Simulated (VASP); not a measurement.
An input for Quantum ESPRESSO's pw.x (written as the equivalent of a VASP run, and not itself run):

```
&CONTROL
  calculation = 'vc-relax'
  pseudo_dir = './pseudo'
  outdir = './out'
  tprnfor = .true.
  tstress = .true.
  nstep = 60
  forc_conv_thr = 0.00078
/
&SYSTEM
  ibrav = 0
  nat = 5
  ntyp = 3
  ecutwfc = 100
  occupations = 'smearing'
  smearing = 'gaussian'
  degauss = 0.003675
  input_dft = 'pbesol'
/
&ELECTRONS
  conv_thr = 7.3e-08
  electron_maxstep = 100
/
&IONS
/
&CELL
/
ATOMIC_SPECIES
  Lu 174.967 Lu.upf
  Bi 208.980 Bi.upf
  Te 127.600 Te.upf
CELL_PARAMETERS angstrom
     2.1411211    1.2361769   10.2224658
    -2.1411211    1.2361769   10.2224658
     0.0000000   -2.4723538   10.2224658
ATOMIC_POSITIONS crystal
  Lu   0.6011484  0.6011484  0.6011484
  Bi   0.3993813  0.3993813  0.3993813
  Te   0.9944419  0.9944419  0.9944419
  Te   0.7887933  0.7887933  0.7887933
  Te   0.2162181  0.2162181  0.2162181
K_POINTS automatic
  6 6 6 0 0 0
```

Question: Translate this input to VASP (INCAR, KPOINTS, POSCAR, choice of POTCAR).

Answer: One answer among several that fit: 
**KPOINTS**
```
kpoints
0
G
  6 6 6
0 0 0
```

File POSCAR:
```
LuBiTe3
1
    2.1411211003     1.2361768771    10.2224658345
   -2.1411211003     1.2361768771    10.2224658345
    0.0000000000    -2.4723537543    10.2224658345
Lu Bi Te
1 1 3
Direct
  0.6011484049   0.6011484049   0.6011484049
  0.3993812892   0.3993812892   0.3993812892
  0.9944418799   0.9944418799   0.9944418799
  0.7887932979   0.7887932979   0.7887932979
  0.2162181280   0.2162181280   0.2162181280
```

**INCAR**
```
! general
SYSTEM   =  LuBiTe3
PREC     =  Accurate
ENCUT    =  400
LREAL    =  .FALSE.
LASPH    =  .TRUE.

! electronic loop
EDIFF    =  1E-6
NELM     =  100
ALGO     =  Normal
LMAXMIX  =  6

! smearing
ISMEAR   =  0
SIGMA    =  0.05

! functional
GGA      =  PS

! ions
IBRION   =  2
NSW      =  60
ISIF     =  3
EDIFFG   =  -0.02

! output
LWAVE    =  .FALSE.
LCHARG   =  .FALSE.
```

POTCAR, in this order: Lu_3 Bi_d Te (PBE.64 set). Program: vasp_std.

The two are equivalent in intent, not identical: the potentials are each code's own (VASP's PAW set, PseudoDojo norm-conserving files in pw.x), so ENCUT and ecutwfc are chosen apart and not converted; conv_thr bounds pw.x's estimated SCF error, while EDIFF bounds the energy change between steps; forc_conv_thr acts on force components and is met together with etot_conv_thr.

The structure comes from a computed database's LuBiTe3 entry (R3m); how it stands against other phases isn't given here. This run relaxes it. Symmetry was kept, so distortions that lower it aren't found. The start is the result of an earlier pass.
